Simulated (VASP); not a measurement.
VASP input:

**KPOINTS**
```
Automatic mesh
0
Gamma
4 4 6
0 0 0
```

**INCAR**
```
! general
SYSTEM  = ZnF2
PREC    = Accurate
ENCUT   = 520   ! plane-wave cut-off (eV)
LREAL   = F   ! projection in real space or not
LASPH   = T   ! aspherical one-centre terms

! electronic loop
EDIFF   = 1E-8
NELM    = 100   ! most electronic steps
ALGO    = Normal   ! blocked Davidson
LMAXMIX = 4   ! l cut-off of mixed one-centre charges
LMIXTAU = T

! smearing
ISMEAR  = 0
SIGMA   = 0.05   ! width (eV)

! functional
METAGGA = R2SCAN

! ions
IBRION  = 1   ! quasi-Newton
NSW     = 30   ! most ionic steps
ISIF    = 2   ! forces and stress, cell fixed
EDIFFG  = -0.001   ! ionic stop

! output
LWAVE   = F
LCHARG  = F
```

### POSCAR
```
ZnF2
1
    4.7058168410    -0.0000000000     0.0000000000
    0.0000000000     4.7058168410     0.0000000000
    0.0000000000     0.0000000000     3.1339948123
Zn F
2 4
Direct
  1.0000000000   1.0000000000   0.0000000000
  0.5000000000   0.5000000000   0.5000000000
  0.3031916118   0.3031916118   1.0000000000
  0.8031916118   0.1968083882   0.5000000000
  0.1968083882   0.8031916118   0.5000000000
  0.6968083882   0.6968083882   0.0000000000
```

POTCAR, in this order: Zn F (PBE.64 set). Program: vasp_std.

### Question
Translate this r2SCAN calculation to Ansatz.

### Answer
One equivalent input (not run):
Ansatz 0.2 input:
```yaml
crystal:
  lattice:
    - [4.7058168, 0.0000000, 0.0000000]
    - [0.0000000, 4.7058168, 0.0000000]
    - [0.0000000, 0.0000000, 3.1339948]
  atoms:
    - { symbol: Zn, position: [1.0000000, 1.0000000, 0.0000000] }
    - { symbol: Zn, position: [0.5000000, 0.5000000, 0.5000000] }
    - { symbol: F, position: [0.3031916, 0.3031916, 1.0000000] }
    - { symbol: F, position: [0.8031916, 0.1968084, 0.5000000] }
    - { symbol: F, position: [0.1968084, 0.8031916, 0.5000000] }
    - { symbol: F, position: [0.6968084, 0.6968084, 0.0000000] }
kpoints:
  mp_grid: { grid: [4, 4, 6] }
hamiltonian:
  xc: r2scan
  pseudopotentials: { kind: paw }
scf:
  occupations: { method: gaussian, width: 0.05 }
  max_iter: 100
relax:
  max_steps: 30
  f_tol: 0.001
output: { forces: true, stress: true, eigenvalues: true }
```
What does not carry over: each code has its own PAW files, so the cut-off isn't converted (ENCUT is set for VASP's; basis.ecutwfc is left out, and Ansatz then takes the one that its files recommend); Ansatz stops its SCF on the density residual and VASP on the energy change (EDIFF).

The compound is ZnF2 in the rutile structure. This run relaxes the ions in a fixed cell. Symmetry was kept, so distortions that lower it aren't found. The start is the result of an earlier pass.
